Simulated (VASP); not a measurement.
Al: single point with LDA

Al:

```
Al
1.0
     8.08000    0.00000    0.00000
     0.00000    8.08000    0.00000
     0.00000    0.00000    8.08000
Al
32
Direct
  0.00000 0.00000 0.00000
  0.00000 0.00000 0.50000
  0.00000 0.50000 0.00000
  0.00000 0.50000 0.50000
  0.50000 0.00000 0.00000
  0.50000 0.00000 0.50000
  0.50000 0.50000 0.00000
  0.50000 0.50000 0.50000
  0.00000 0.25000 0.25000
  0.00000 0.25000 0.75000
  0.00000 0.75000 0.25000
  0.00000 0.75000 0.75000
  0.50000 0.25000 0.25000
  0.50000 0.25000 0.75000
  0.50000 0.75000 0.25000
  0.50000 0.75000 0.75000
  0.25000 0.00000 0.25000
  0.25000 0.00000 0.75000
  0.25000 0.50000 0.25000
  0.25000 0.50000 0.75000
  0.75000 0.00000 0.25000
  0.75000 0.00000 0.75000
  0.75000 0.50000 0.25000
  0.75000 0.50000 0.75000
  0.25000 0.25000 0.00000
  0.25000 0.25000 0.50000
  0.25000 0.75000 0.00000
  0.25000 0.75000 0.50000
  0.75000 0.25000 0.00000
  0.75000 0.25000 0.50000
  0.75000 0.75000 0.00000
  0.75000 0.75000 0.50000
```

The cell was built by a generator and needn't be a form met in nature.

```yaml
Program: VASP 6.6.1
Task: single point
Functional: LDA
Potentials_or_basis: VASP PAW LDA potentials, release 64 (Al)
Cutoff: 400 eV
k_mesh: 6 × 6 × 6
Occupations: fermi-dirac, width 0.05 eV
Spin: no spin polarisation
```

```json
{"Pressure": "-3.2 GPa", "Band gap on the k mesh": "none (metal or under the smearing width)"}
```

Levels at points of the mesh, in eV from the Fermi level:
```tsv
k point	band 44	band 45	band 46	band 47	band 48	band 49	band 50	band 51	band 52	band 53
(0.00, 0.00, 0.00)	-0.81	-0.81	0.23	0.23	0.23	0.23	0.23	0.23	1.02	1.02
(0.50, 0.00, 0.00)	-1.05	-0.29	-0.29	-0.29	-0.29	-0.29	-0.29	-0.29	-0.29	1.14
(0.50, 0.50, 0.00)	-1.32	-0.42	-0.42	-0.42	-0.42	0.85	0.85	0.85	0.85	0.85
(0.50, 0.50, 0.50)	-0.74	-0.74	-0.74	-0.74	-0.74	-0.74	-0.74	-0.74	-0.74	-0.74
```

It took 4.2 min on 1 thread of Intel(R) Xeon(R) 6975P-C (Granite Rapids), on a shared host, peak memory 0.49 GiB.
